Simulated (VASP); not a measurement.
# A VASP study of SrO (LDA): structure first, properties next, part 4 of 4

Aim: relax SrO, then compute properties on the relaxed cell. The start is a cell from a database of measured crystal structures.

VASP 6.6.1; LDA; plane waves and PAW (Sr_sv, O).

So far, gap on the k-mesh (eV): step 2 (relaxing cell and atoms (LDA)) 3.13; step 6 (total and projected DOS (LDA)) 3.10; step 7 (dielectric tensor and Born charges (LDA)) 3.11. The relaxed cell has a = 5.078 Å (conventional setting).

The database entry behind the starting cell differs from later determinations by our own check (about 0.5 % short), so it need not match the best structure at ambient conditions.

### 8. Electric field gradients (LDA)

Field gradients probe how far the charge around each nucleus departs from cubic symmetry; LASPH keeps the non-spherical terms inside the spheres.

Contents of INCAR:

```
SYSTEM = SrO
PREC = Accurate
ENCUT = 520
EDIFF = 1E-07
NELM = 100
ISMEAR = 0
SIGMA = 0.05
LREAL = .FALSE.
ALGO = Normal
GGA = CA
NBANDS = 14
LORBIT = 11
LWAVE = .FALSE.
LCHARG = .FALSE.
KPAR = 2
LEFG = .TRUE.
LASPH = .TRUE.
```

Contents of POSCAR:

```
SrO
1.0
    0.0000000000      2.5389439424      2.5389439424
    2.5389439424      0.0000000000      2.5389439424
    2.5389439424      2.5389439424      0.0000000000
Sr O
1 1
Direct
    0.5000000000      0.5000000000      0.5000000000
    0.0000000000      0.0000000000      0.0000000000
```

Contents of KPOINTS:

```
Automatic mesh
0
Gamma
9 9 9
0 0 0
```

The projector-augmented-wave data sets are Sr_sv and O (LDA family, release 64).

Launch:

```
$ mpirun -np 2 vasp_std
```

What it wrote:

```text
[... set-up lines as in an earlier step ...]
 entering main loop
       N       E                     dE             d eps       ncg     rms          rms(c)
[... 1 cycle as in an earlier step ...]
DAV:   2    -0.120979827911E+02   -0.74607E+02   -0.68271E+02  1282   0.231E+02
[... 3 cycles as in an earlier step ...]
DAV:   6    -0.136003286215E+02    0.19819E+01   -0.68256E+00  1004   0.210E+01    0.223E+01
DAV:   7    -0.134356573155E+02    0.16467E+00   -0.38537E-01  1172   0.548E+00    0.125E+01
DAV:   8    -0.133867804359E+02    0.48877E-01   -0.13711E-01  1202   0.352E+00    0.139E+00
DAV:   9    -0.133876873642E+02   -0.90693E-03   -0.58659E-03  1486   0.476E-01    0.288E-01
DAV:  10    -0.133875939932E+02    0.93371E-04   -0.31539E-04  1076   0.197E-01    0.154E-01
DAV:  11    -0.133876145242E+02   -0.20531E-04   -0.49597E-05  1130   0.637E-02    0.188E-02
DAV:  12    -0.133876160088E+02   -0.14846E-05   -0.36557E-06  1128   0.152E-02    0.122E-02
DAV:  13    -0.133876156571E+02    0.35172E-06   -0.15113E-06  1124   0.923E-03    0.193E-03
DAV:  14    -0.133876156763E+02   -0.19166E-07   -0.58961E-08   690   0.224E-03
ion   1
     0.0000000     0.0000000     0.0000000    -0.0000000    -0.0000000     0.0000000
     0.0000516     0.0000000     0.0000000    -0.0000000    -0.0000000     0.0000000
     0.0000711     0.0000000     0.0000000    -0.0000000    -0.0000000     0.0000000
     0.0000979     0.0000000     0.0000000    -0.0000000    -0.0000000     0.0000000
     0.0001348     0.0000000     0.0000000    -0.0000000    -0.0000000     0.0000000

     0.0000000     0.0000000     0.0000000    -0.0000000    -0.0000000     0.0000000
     0.0000516     0.0000000     0.0000000    -0.0000000    -0.0000000     0.0000000
     0.0000711     0.0000000     0.0000000    -0.0000000    -0.0000000     0.0000000
     0.0000979     0.0000000     0.0000000    -0.0000000    -0.0000000     0.0000000
     0.0001348     0.0000000     0.0000000    -0.0000000    -0.0000000     0.0000000

ion   2
     0.0000000    -0.0000000    -0.0000000    -0.0000000     0.0000000    -0.0000000
     0.0000293    -0.0000000    -0.0000000    -0.0000000     0.0000000    -0.0000000
     0.0000403    -0.0000000    -0.0000000    -0.0000000     0.0000000    -0.0000000
     0.0000555    -0.0000000    -0.0000000    -0.0000000     0.0000000    -0.0000000
     0.0000765    -0.0000000    -0.0000000    -0.0000000     0.0000000    -0.0000000

     0.0000000    -0.0000000    -0.0000000    -0.0000000     0.0000000    -0.0000000
     0.0000293    -0.0000000    -0.0000000    -0.0000000     0.0000000    -0.0000000
     0.0000403    -0.0000000    -0.0000000    -0.0000000     0.0000000    -0.0000000
     0.0000555    -0.0000000    -0.0000000    -0.0000000     0.0000000    -0.0000000
     0.0000765    -0.0000000    -0.0000000    -0.0000000     0.0000000    -0.0000000

   1 F= -.13387616E+02 E0= -.13387616E+02  d E =-.110406E-10
```

Elapsed: 8.8 s, on 2 MPI ranks of AMD EPYC 7R43, shared host; peak memory 0.24 GiB; 16 s of CPU time.

OUTCAR, selected parts (step 8):

```text
   NELECT =      16.0000    total number of electrons

 E-fermi :   1.7316

 k-point     1 :       0.0000    0.0000    0.0000
  band No.  band energies     occupation
    ...
      4     -12.1136      2.00000
      5     -12.1136      2.00000
      6       1.5305      2.00000
      7       1.5305      2.00000
      8       1.5305      2.00000
      9       5.6028      0.00000
     10       7.7122      0.00000
     11       7.7122      0.00000
     12       7.7122      0.00000
     13      10.0245      0.00000
    ...

  Total       -0.0014828     -0.0014828     -0.0014828      0.0000000     -0.0000000      0.0000000
  in kB       -0.0725755     -0.0725755     -0.0725755      0.0000000     -0.0000000      0.0000000
  external PRESSURE =      -0.0725755 kB  Pullay stress =       0.0000000 kB

  FREE ENERGIE OF THE ION-ELECTRON SYSTEM (eV)
  ---------------------------------------------------
  free  energy   TOTEN  =       -13.3876156763 eV

  energy  without entropy=      -13.3876156763  energy(sigma->0) =      -13.38761568

 Electric field gradients after diagonalization (V/A^2)
 (convention: |V_zz| > |V_xx| > |V_yy|)
----------------------------------------------------------------------
 ion       V_xx      V_yy      V_zz     asymmetry (V_yy - V_xx)/ V_zz
----------------------------------------------------------------------
   1      -0.000    -0.000     0.000       0.000
   2       0.002     0.002    -0.003       0.000
----------------------------------------------------------------------

[... 10 parts as in an earlier step ...]

[... 8 further parts left out ...]
```

This step gave:

```
SCF cycles                     : 14
irreducible k-points           : 35
Fermi energy                   : 1.732 eV
pressure                       : -0.007258 GPa
conduction bottom at k         : 0.4444, 0.4444, 0
least direct gap at k          : 0.4444, 0.4444, 0
gap on the k-mesh              : 3.128 eV
least direct gap on the k-mesh : 3.193 eV
```

Electric field gradients, by row:

| atom | Vxx (V/Å²) | Vyy (V/Å²) | Vzz (V/Å²) | asymmetry |
| --- | --- | --- | --- | --- |
| Sr1 | 0 | 0 | 0 | - |
| O2 | 0.002 | 0.002 | -0.003 | - |

All gradients vanish within the noise.

The run ends at a pressure of -0.01 GPa.

### 9. What came out

```yaml
relaxed_volume: 16.37 Å³/atom
relaxed_conventional_cell_a_b_c: 5.078, 5.078, 5.078 Å
space_group_after_relaxing_within_0p02_a: Fm-3m (No. 225)
band_gap: 3.07 eV, indirect (least direct gap of that run 3.12 eV)
gap_among_the_points_of_the_dos_mesh_alone_an_upper_bound: 3.10 eV
electronic_dielectric_constant_mean: 3.90
largest_field_gradient_vzz: zero within the noise on all sites
```

What this shows: With LDA, SrO relaxes to 16.37 Å³/atom in space group Fm-3m (held by the symmetry of the run) and has an indirect gap of 3.07 eV. Against the listed cell the volume lies -3.2 %. Band structure (LDA): On this path the gap is indirect, 3.07 eV, with the valence top at Γ and the conduction bottom at X. The least direct gap is 3.12 eV. Dielectric tensor and Born charges (LDA): The electronic dielectric tensor with local fields is isotropic, 3.90. Dielectric tensor and Born charges (LDA): Mean Born effective charge: Sr1 2.48, O2 -2.48 e. Semilocal functionals usually underestimate gaps. Spin-orbit coupling is left out; it would split some degenerate bands. No search among competing phases was made, and a listed structure need not be the one stable at ambient conditions. All values are for a static lattice at zero temperature.

[Lines on the potential files, build, host, timing and source positions are cut from VASP's logs without a mark.]

[Logs are printed without paths, hosts, clocks, repeated set-up lines and the standing remarks that a program may print on its own settings, such as how far it seeks lower states.]

[Hosts, paths, dates, database ids (printed as entryN), source tags and the programs' standing remarks are cut or masked in the printed files.]

[A measured line is paired with the nearest computed mode of its activity, which favours agreement.]
